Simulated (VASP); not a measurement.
Here is the system:

```
Be
1.0
    1.14500    -1.98320     0.00000
    1.14500     1.98320     0.00000
    0.00000     0.00000     3.58000
Be
2
Direct
  0.33333   0.66667   0.25000
  0.66667   0.33333   0.75000
```

Level of theory: PBE GGA with D3 dispersion (Becke-Johnson damping), VASP's PBE PAW potentials (set 64) (plane waves; VASP 6.6.1). Settings: 400 eV cut-off, 16×16×9 Γ-centred mesh, first-order Methfessel-Paxton smearing of 0.10 eV, potentials Be.

Give the stress tensor in GPa (positive for a compressed cell).

```
-10.43    0.00    0.00
  0.00  -10.43    0.00
  0.00    0.00   -9.50
```
The pressure is its mean diagonal, -10.12 GPa.

The compound is Be in the hcp structure. The cell was not relaxed at this level. The run is one of a series of settings (IVDW = 12 against the base run), some of them coarse on purpose.
